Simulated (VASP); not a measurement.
## PtSe (Fm-3m): band edges, masses and strain

Wanted: where the band edges of PtSe lie, how heavy the carriers are and how strain moves the gap. The cell is generated by rule, not measured, and may not be a known phase.

Method: PBEsol; plane waves and PAW (Pt, Se), in the first sound run; inputs show where later runs differ, in VASP 6.6.1.

The structure was built from a prototype and need not be the compound's stable phase.

### Step 1. Starting point

Symmetry: Fm-3m, No. 225, cubic system. The conventional cell has a = 5.460 Å, b = 5.460 Å, c = 5.460 Å, α = 90.00°, β = 90.00°, γ = 90.00°. Pt has 6 Se at 2.73 Å nearest. Nearest to Se lie 6 Pt at 2.73 Å. Farther neighbours and most contacts between anions are not listed.

Coordinates:

```cif
data_structure
_symmetry_space_group_name_H-M 'P 1'
_symmetry_Int_Tables_number 1
_cell_length_a 3.8608
_cell_length_b 3.8608
_cell_length_c 3.8608
_cell_angle_alpha 60.000
_cell_angle_beta 60.000
_cell_angle_gamma 60.000
_cell_volume 40.69
loop_
_atom_site_label
_atom_site_type_symbol
_atom_site_fract_x
_atom_site_fract_y
_atom_site_fract_z
_atom_site_occupancy
Pt1 Pt 0.00000 0.00000 0.00000 1
Se2 Se 0.50000 0.50000 0.50000 1
```

### Step 2. Relaxation of the atoms

The cell is kept as given; the atoms are relaxed first, so that no residual force shifts the band edges.

Input file INCAR:

```
SYSTEM = PtSe
PREC = Accurate
ENCUT = 400
EDIFF = 1E-06
NELM = 100
ISMEAR = 0
SIGMA = 0.02
LREAL = .FALSE.
ALGO = Normal
GGA = PS
NBANDS = 14
LASPH = .TRUE.
LORBIT = 11
LWAVE = .FALSE.
LCHARG = .FALSE.
KPAR = 4
IBRION = 2
NSW = 40
ISIF = 2
EDIFFG = -0.005
```

Input file POSCAR:

```
PtSe
1.0
    0.0000000000      2.7300000000      2.7300000000
    2.7300000000      0.0000000000      2.7300000000
    2.7300000000      2.7300000000      0.0000000000
Pt Se
1 1
Direct
    0.0000000000      0.0000000000      0.0000000000
    0.5000000000      0.5000000000      0.5000000000
```

Input file KPOINTS:

```
Automatic mesh
0
Gamma
8 8 8
0 0 0
```

Potentials, in the order of the species: Pt and Se (PBE family, release 64).

On the command line:

```
> mpirun -np 4 vasp_std
```

What it wrote:

```text
[banner, memory and clock lines left out]
running    4 mpi-ranks, on    1 nodes
 distrk:  each k-point on    1 cores,    4 groups
 distr:  one band on    1 cores,    1 groups

 POSCAR found type information on POSCAR PtSe
 POSCAR found :  2 types and       2 ions
|                                                                             |
|               ----> ADVICE to this user running VASP <----                  |
|                                                                             |
|     You enforced a specific xc type in the INCAR file but a different       |
|     [... a line on the potential file left out ...]
|     I HOPE YOU KNOW WHAT YOU ARE DOING!                                     |
|                                                                             |

 LDA part: xc-table for (Slater+PW92), standard interpolation
 POSCAR, INCAR and KPOINTS ok, starting setup
 FFT: planning ... GRIDC
 FFT: planning ... GRID_SOFT
 FFT: planning ... GRID
 WAVECAR not read
 entering main loop
       N       E                     dE             d eps       ncg     rms          rms(c)
DAV:   1     0.531423633132E+02    0.53142E+02   -0.62074E+03   892   0.799E+02
DAV:   2    -0.923949774227E+01   -0.62382E+02   -0.56270E+02  1016   0.170E+02
DAV:   3    -0.108481811934E+02   -0.16087E+01   -0.15976E+01   950   0.277E+01
DAV:   4    -0.108564367502E+02   -0.82556E-02   -0.82549E-02  1010   0.225E+00
DAV:   5    -0.108565347283E+02   -0.97978E-04   -0.97977E-04   962   0.251E-01    0.733E+00
DAV:   6    -0.106462738844E+02    0.21026E+00   -0.84977E-01   824   0.807E+00    0.428E+00
DAV:   7    -0.106209130350E+02    0.25361E-01   -0.51764E-02   824   0.231E+00    0.243E+00
DAV:   8    -0.106170657143E+02    0.38473E-02   -0.23482E-02   916   0.113E+00    0.344E-01
DAV:   9    -0.106166622097E+02    0.40350E-03   -0.13185E-03   872   0.252E-01    0.622E-02
DAV:  10    -0.106166162770E+02    0.45933E-04   -0.27928E-04   962   0.150E-01    0.127E-02
DAV:  11    -0.106166179461E+02   -0.16692E-05   -0.52903E-06   948   0.205E-02    0.464E-03
DAV:  12    -0.106166176057E+02    0.34048E-06   -0.46395E-07   496   0.593E-03
   1 F= -.10616618E+02 E0= -.10616427E+02  d E =-.106166E+02
 curvature:   0.00 expect dE= 0.000E+00 dE for cont linesearch  0.000E+00
 trial: gam= 0.00000 g(F)=  0.628E-61 g(S)=  0.000E+00 ort = 0.000E+00 (trialstep = 0.100E+01)
 search vector abs. value=  0.100E-09
 reached required accuracy - stopping structural energy minimisation
```

It took 4 s on 4 MPI ranks of AMD EPYC 9R45, shared host; peak memory 0.54 GiB; 14 s of CPU time.

The logs omit lines about the potential files and the build; timing stands in the text.

Parts of OUTCAR (step 2):

```text
ion  position               nearest neighbor table
   1  0.000  0.000  0.000-   2 2.73   2 2.73   2 2.73   2 2.73   2 2.73   2 2.73
   2  0.500  0.500  0.500-   1 2.73   1 2.73   1 2.73   1 2.73   1 2.73   1 2.73

  LATTYP: Found a face centered cubic cell.
 ALAT       =     5.4600000000

 Subroutine GETGRP returns: Found 48 space group operations
 (whereof 48 operations were pure point group operations)

The static configuration has the point symmetry O_h .

 Found     29 irreducible k-points:

   k-points           NKPTS =     29   k-points in BZ     NKDIM =     29   number of bands    NBANDS=     14

   dimension x,y,z NGX =    28 NGY =   28 NGZ =   28
   dimension x,y,z NGXF=    56 NGYF=   56 NGZF=   56

   ENCUT  =  400.0 eV  29.40 Ry    5.42 a.u.   6.30  6.30  6.30*2*pi/ulx,y,z

   NELECT =      16.0000    total number of electrons

 k-points in reciprocal lattice and weights: Automatic mesh
   0.00000000  0.00000000  0.00000000       0.002
   0.12500000  0.00000000  0.00000000       0.016
   0.25000000  0.00000000  0.00000000       0.016
   0.37500000  0.00000000  0.00000000       0.016
   0.50000000  0.00000000  0.00000000       0.008
   0.12500000  0.12500000  0.00000000       0.012
   0.25000000  0.12500000  0.00000000       0.047
   0.37500000  0.12500000  0.00000000       0.047
   0.50000000  0.12500000  0.00000000       0.047
[...]
-0.37500000  0.50000000  0.12500000       0.023
  -0.25000000  0.50000000  0.25000000       0.012

 average (electrostatic) potential at core
       1 -67.1652       2 -53.0310

 E-fermi :   6.0529

 k-point     1 :       0.0000    0.0000    0.0000
  band No.  band energies     occupation
    ...
      5       3.3592      2.00000
      6       3.3592      2.00000
      7       4.7297      2.00000
      8       4.7297      2.00000
      9       4.7297      2.00000
     10       6.7345      0.00000
     11      15.9132      0.00000
     12      17.0561      0.00000
     13      17.0561      0.00000
     14      17.0561      0.00000

 k-point     2 :       0.1250    0.0000    0.0000
  band No.  band energies     occupation
    ...
      5       3.4603      2.00000
      6       3.4603      2.00000
      7       4.1436      2.00000
      8       5.5264      2.00000
      9       5.5264      2.00000
     10       8.1067      0.00000
     11      14.7684      0.00000
     12      16.2715      0.00000
     13      16.2715      0.00000
     14      16.9201      0.00000

 k-point     3 :       0.2500    0.0000    0.0000
  band No.  band energies     occupation
    ...
      3       1.9217      2.00000
      4       1.9217      2.00000
      5       3.7364      2.00000
      6       3.7364      2.00000
      7       4.1614      2.00000
      8       6.7967      0.00000
      9       6.7967      0.00000
     10       9.7584      0.00000
     11      13.1550      0.00000
     12      14.4757      0.00000
    ...

  Total       -3.8969861     -3.8969861     -3.8969861      0.0000000      0.0000000      0.0000000
  in kB     -153.4339626   -153.4339626   -153.4339626      0.0000000      0.0000000      0.0000000
  external PRESSURE =    -153.4339626 kB  Pullay stress =       0.0000000 kB

  energy-cutoff  :      400.00
  volume of cell :       40.69
      direct lattice vectors                 reciprocal lattice vectors
     0.000000000  2.730000000  2.730000000    -0.183150183  0.183150183  0.183150183
     2.730000000  0.000000000  2.730000000     0.183150183 -0.183150183  0.183150183
     2.730000000  2.730000000  0.000000000     0.183150183  0.183150183 -0.183150183

 POSITION                                       TOTAL-FORCE (eV/Angst)
 -----------------------------------------------------------------------------------
      0.00000      0.00000      0.00000        -0.000000     -0.000000     -0.000000
      2.73000      2.73000      2.73000         0.000000      0.000000      0.000000
 -----------------------------------------------------------------------------------
    total drift:                               -0.000000      0.000000      0.000000

  FREE ENERGIE OF THE ION-ELECTRON SYSTEM (eV)
  ---------------------------------------------------
  free  energy   TOTEN  =       -10.6166176057 eV

  energy  without entropy=      -10.6162372895  energy(sigma->0) =      -10.61642745

 reached required accuracy - stopping structural energy minimisation

 total charge
# of ion       s       p       d       tot
------------------------------------------
    1        0.581   0.313   8.112   9.005
    2        1.479   2.106   0.075   3.660
--------------------------------------------------
tot          2.060   2.419   8.186  12.665

[... 3 further parts left out ...]
```

The k-mesh is coarse for a metal. The PAW data sets were made with PBE, which is usual practice but a small mismatch for other functionals. The run keeps the 48 symmetry operations of its start, so it cannot find a distortion of lower symmetry.

The forces vanish from the start, and no atom moves.

This step gave:

* SCF cycles: 12
* electrons: 16
* bands: 14
* irreducible k-points: 29
* symmetry operations: 48
* free energy (TOTEN): -10.62 eV
* energy at zero smearing: -10.62 eV
* Fermi energy: 6.053 eV
* pressure: -15.34 GPa
* metallic: yes

### Step 3. Bands on a dense mesh

A dense even mesh and a path are solved together, since either alone can miss a band edge.

Edit INCAR of step 2 so:

```diff
@@ -10,3 +10,3 @@
 GGA = PS
-NBANDS = 14
+NBANDS = 20
 LASPH = .TRUE.
@@ -16,5 +16,2 @@
 KPAR = 4
-IBRION = 2
-NSW = 40
 ISIF = 2
-EDIFFG = -0.005
```

POSCAR is that of step 2.

Input file KPOINTS:

```
Automatic mesh
0
Gamma
12 12 12
0 0 0
```

Input file KPOINTS_OPT:

```
Line mode
24
Line-mode
Reciprocal
  0.00000000   0.00000000   0.00000000 GAMMA
  0.50000000   0.00000000   0.50000000 X

  0.50000000   0.00000000   0.50000000 X
  0.50000000   0.25000000   0.75000000 W

  0.50000000   0.25000000   0.75000000 W
  0.37500000   0.37500000   0.75000000 K

  0.37500000   0.37500000   0.75000000 K
  0.00000000   0.00000000   0.00000000 GAMMA

  0.00000000   0.00000000   0.00000000 GAMMA
  0.50000000   0.50000000   0.50000000 L

  0.50000000   0.50000000   0.50000000 L
  0.62500000   0.25000000   0.62500000 U

  0.62500000   0.25000000   0.62500000 U
  0.50000000   0.25000000   0.75000000 W

  0.50000000   0.25000000   0.75000000 W
  0.50000000   0.50000000   0.50000000 L

  0.50000000   0.50000000   0.50000000 L
  0.37500000   0.37500000   0.75000000 K

  0.62500000   0.25000000   0.62500000 U
  0.50000000   0.00000000   0.50000000 X
```

On the command line:

```
> mpirun -np 4 vasp_std
```

What it wrote:

```text
[banner, memory and clock lines left out]
running    4 mpi-ranks, on    1 nodes
 distrk:  each k-point on    1 cores,    4 groups
 distr:  one band on    1 cores,    1 groups

 POSCAR found type information on POSCAR PtSe
 POSCAR found :  2 types and       2 ions
 [... a notice as in an earlier step ...]

 LDA part: xc-table for (Slater+PW92), standard interpolation
 POSCAR, INCAR and KPOINTS ok, starting setup
 FFT: planning ... GRIDC
 FFT: planning ... GRID_SOFT
 FFT: planning ... GRID
 WAVECAR not read
 entering main loop
       N       E                     dE             d eps       ncg     rms          rms(c)
DAV:   1     0.574185317905E+02    0.57419E+02   -0.57906E+03  3016   0.564E+02
DAV:   2    -0.892616991823E+01   -0.66345E+02   -0.60311E+02  3368   0.141E+02
DAV:   3    -0.108294955038E+02   -0.19033E+01   -0.18791E+01  3432   0.226E+01
DAV:   4    -0.108398717247E+02   -0.10376E-01   -0.10375E-01  3236   0.185E+00
DAV:   5    -0.108399877212E+02   -0.11600E-03   -0.11600E-03  3420   0.202E-01    0.740E+00
DAV:   6    -0.106421413937E+02    0.19785E+00   -0.60123E-01  3120   0.564E+00    0.440E+00
DAV:   7    -0.106114618295E+02    0.30680E-01   -0.49017E-02  3048   0.177E+00    0.253E+00
DAV:   8    -0.106073287170E+02    0.41331E-02   -0.20828E-02  3200   0.854E-01    0.370E-01
DAV:   9    -0.106069431153E+02    0.38560E-03   -0.12495E-03  3056   0.194E-01    0.615E-02
DAV:  10    -0.106068671077E+02    0.76008E-04   -0.26294E-04  3200   0.117E-01    0.126E-02
DAV:  11    -0.106068689477E+02   -0.18400E-05   -0.95080E-06  3248   0.197E-02    0.580E-03
DAV:  12    -0.106068685534E+02    0.39429E-06   -0.76099E-07  1932   0.615E-03
   1 F= -.10606869E+02 E0= -.10606704E+02  d E =-.328697E-03
 Start KPOINTS_OPT (optional k-point list driver)
k-point batch [1-72\240]
       N       E                     dE             ncg
DAV:   1     0.683582662790E+04   -0.24930E+05     2984
DAV:   2     0.229026731429E+04   -0.45456E+04     3336
DAV:   3     0.216616864145E+04   -0.12410E+03     3548
DAV:   4     0.216539715076E+04   -0.77149E+00     3348
DAV:   5     0.216538694482E+04   -0.10206E-01     3484
DAV:   6     0.216538676905E+04   -0.17578E-03     3496
DAV:   7     0.216538676619E+04   -0.28581E-05     2964
DAV:   8     0.216538676588E+04   -0.30684E-06     2316
[...]
k-point batch [217-240\240]
       N       E                     dE             ncg
DAV:   1     0.258256820537E+05   -0.10620E+05      992
DAV:   2     0.242769627024E+05   -0.15487E+04     1116
DAV:   3     0.242322721216E+05   -0.44691E+02     1244
DAV:   4     0.242319884499E+05   -0.28367E+00     1128
DAV:   5     0.242319848454E+05   -0.36045E-02     1256
DAV:   6     0.242319847844E+05   -0.60973E-04     1192
DAV:   7     0.242319847835E+05   -0.98963E-06     1072
```

It took 22 s on 4 MPI ranks; peak memory 0.73 GiB; 85 s of CPU time.

From OUTCAR (step 3):

```text
The static configuration has the point symmetry O_h .

 Found     72 irreducible k-points:

   k-points           NKPTS =     72   k-points in BZ     NKDIM =     72   number of bands    NBANDS=     20

   NELECT =      16.0000    total number of electrons

 E-fermi :   5.9112

 k-point     1 :       0.0000    0.0000    0.0000
  band No.  band energies     occupation
    ...
      5       3.3741      2.00000
      6       3.3741      2.00000
      7       4.7185      2.00000
      8       4.7185      2.00000
      9       4.7185      2.00000
     10       6.7322      0.00000
     11      15.9084      0.00000
     12      17.0557      0.00000
     13      17.0557      0.00000
     14      17.0557      0.00000
    ...

 k-point     2 :       0.0833    0.0000    0.0000
  band No.  band energies     occupation
    ...
      5       3.4174      2.00000
      6       3.4174      2.00000
      7       4.3032      2.00000
      8       5.1425      2.00000
      9       5.1425      2.00000
     10       7.4798      0.00000
     11      15.3434      0.00000
     12      16.7256      0.00000
     13      16.7256      0.00000
     14      16.9354      0.00000
    ...

  Total       -3.8258642     -3.8258642     -3.8258642      0.0000000     -0.0000000      0.0000000
  in kB     -150.6337172   -150.6337172   -150.6337172      0.0000000     -0.0000000      0.0000000
  external PRESSURE =    -150.6337172 kB  Pullay stress =       0.0000000 kB

 POSITION                                       TOTAL-FORCE (eV/Angst)
 -----------------------------------------------------------------------------------
      0.00000      0.00000      0.00000        -0.000000      0.000000      0.000000
      2.73000      2.73000      2.73000         0.000000     -0.000000      0.000000
 -----------------------------------------------------------------------------------
    total drift:                               -0.000000      0.000000      0.000000

  FREE ENERGIE OF THE ION-ELECTRON SYSTEM (eV)
  ---------------------------------------------------
  free  energy   TOTEN  =       -10.6068685534 eV

  energy  without entropy=      -10.6065398561  energy(sigma->0) =      -10.60670420

 total charge
# of ion       s       p       d       tot
------------------------------------------
    1        0.578   0.312   8.119   9.009
    2        1.484   2.099   0.075   3.657
--------------------------------------------------
tot          2.061   2.411   8.194  12.666

[... 6 parts as in an earlier step ...]

[... 6 further parts left out ...]
```

This step gave:

- bands: 20
- irreducible k-points: 72
- free energy (TOTEN): -10.61 eV
- energy at zero smearing: -10.61 eV
- Fermi energy: 5.911 eV
- pressure: -15.06 GPa

Electronic bands along the path, in eV, zero at the Fermi level; # counts the bands kept, so #1 is VASP's band 2:

```csv
point,#5,#6,#7,#8,#9,#10,#11
Γ,-2.54,-1.19,-1.19,-1.19,0.82,10.00,11.14
0.52 of the way,-2.37,-0.77,-0.77,-0.71,3.73,7.57,8.58
X,-2.18,-1.42,-1.42,-1.05,0.04,8.24,10.79
0.48 of the way,-1.58,-1.42,-1.38,-1.11,1.81,8.10,9.87
W,-1.46,-1.42,-1.38,-1.24,4.54,7.43,8.46
0.52 of the way,-1.54,-1.23,-1.22,-0.60,3.47,7.65,8.97
K,-1.57,-1.19,-1.16,0.06,2.54,7.64,9.23
0.48 of the way,-1.93,-1.34,-0.63,2.15,5.07,6.27,7.72
Γ,-2.54,-1.19,-1.19,-1.19,0.82,10.00,11.14
0.48 of the way,-2.19,-1.75,0.78,0.78,3.75,7.33,8.72
L,-1.71,-1.33,2.58,2.58,3.42,6.31,6.31
0.48 of the way,-1.69,-1.42,0.65,1.62,4.13,5.85,7.74
U,-1.57,-1.19,-1.16,0.06,2.54,7.64,9.23
0.52 of the way,-1.53,-1.24,-1.22,-0.68,3.60,7.64,8.93
W,-1.46,-1.42,-1.38,-1.24,4.54,7.43,8.46
0.48 of the way,-1.75,-1.43,0.28,0.75,4.87,5.48,8.38
L,-1.71,-1.33,2.58,2.58,3.42,6.31,6.31
0.48 of the way,-1.69,-1.42,0.65,1.62,4.13,5.85,7.74
K,-1.57,-1.19,-1.16,0.06,2.54,7.64,9.23
jump to U,-1.57,-1.19,-1.16,0.06,2.54,7.64,9.23
0.52 of the way,-1.46,-1.36,-1.30,-1.08,0.90,8.11,10.30
X,-2.18,-1.42,-1.42,-1.05,0.04,8.24,10.79
```

Of the projections kept (Pt, Se), the largest for each band there; the rest of the weight can lie on other orbitals:

```
point       #5       #6       #7       #8       #9      #10      #11
    Γ  Pt 0.99  Se 0.93  Se 0.93  Se 0.93  Pt 0.59        -  Pt 0.53
    X  Pt 0.98  Pt 1.00  Pt 1.00  Pt 0.94  Pt 0.84  Pt 0.75  Se 0.80
    W  Pt 0.86  Pt 1.00  Pt 0.94  Pt 0.93  Pt 0.54  Pt 0.74  Se 0.64
    K  Pt 1.00  Pt 0.94  Pt 0.93  Pt 0.68  Pt 0.69  Pt 0.50  Se 0.79
    Γ  Pt 0.99  Se 0.93  Se 0.93  Se 0.93  Pt 0.59        -  Pt 0.53
    L  Pt 1.00  Pt 0.96  Pt 0.54  Pt 0.54  Pt 0.55  Pt 0.71  Pt 0.71
```

At -15.1 GPa the cell is away from the equilibrium volume of this level: left free, it would shrink.

(Part 1 of 3 ends here.)

[Lines on the potential files, build, host, timing and source positions are cut from VASP's logs without a mark.]

[Logs are printed without paths, hosts, clocks, repeated set-up lines and the standing remarks that a program may print on its own settings, such as how far it seeks lower states.]

[Hosts, paths, dates, database ids (printed as entryN), source tags and the programs' standing remarks are cut or masked in the printed files.]

[In band tables of VASP the shares of atoms and orbitals are scaled to a sum of 1 inside the atoms' spheres.]

[Gaps and slopes under strain along one axis are those of the sampled path and mesh points; where strain splits equal valleys, another of them can be the edge.]
